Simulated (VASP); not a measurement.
**Ni: single point with PBEsol**

Ni:

```
Ni
1.0
     0.00000    1.76000    1.76000
     1.76000    0.00000    1.76000
     1.76000    1.76000    0.00000
Ni
1
Direct
  0.00000 0.00000 0.00000
```

The cell was built by a generator and needn't be a form met in nature.

| Item | Value |
| --- | --- |
| Program | VASP 6.6.1 |
| Task | single point |
| Functional | PBEsol |
| Potentials or basis | VASP PAW PBE potentials, release 64 (Ni) |
| Cutoff | 520 eV |
| k mesh | 31 × 31 × 31 |
| Occupations | fermi-dirac, width 0.03 eV |
| Spin | collinear spin, ferromagnetic start |
| Starting moments | [0.8] μB |

| Property | Result |
| --- | --- |
| Pressure | -9.9 GPa |
| Band gap on the k mesh | none (metal or under the smearing width) |
| Net moment | 0.64 μB per cell |
| Site moments | Ni +0.65 μB |
| Valence electrons inside the program's atomic spheres | Ni 9.31 |

Levels at points of the mesh, in eV from the Fermi level:
Spin up:
| k point | band 2 | band 3 | band 4 | band 5 | band 6 | band 7 | band 8 | band 9 |
| --- | --- | --- | --- | --- | --- | --- | --- | --- |
| (0.00, 0.00, 0.00) | -2.44 | -2.44 | -2.44 | -1.27 | -1.27 | 23.67 | 27.50 | 27.50 |
Spin down:
| k point | band 1 | band 2 | band 3 | band 4 | band 5 | band 6 | band 7 | band 8 | band 9 | band 10 |
| --- | --- | --- | --- | --- | --- | --- | --- | --- | --- | --- |
| (0.00, 0.00, 0.00) | -9.06 | -1.70 | -1.70 | -1.70 | -0.65 | -0.65 | 23.56 | 27.50 | 27.50 | 27.50 |

Wall time 5.9 min on 1 thread of Intel(R) Xeon(R) Platinum 8259CL CPU @ 2.50GHz (Skylake/Cascade Lake), with other jobs on the host, peak memory 0.3 GiB.

Caveat: the PAW data sets were made with another functional, which shifts forces and pressure a little.
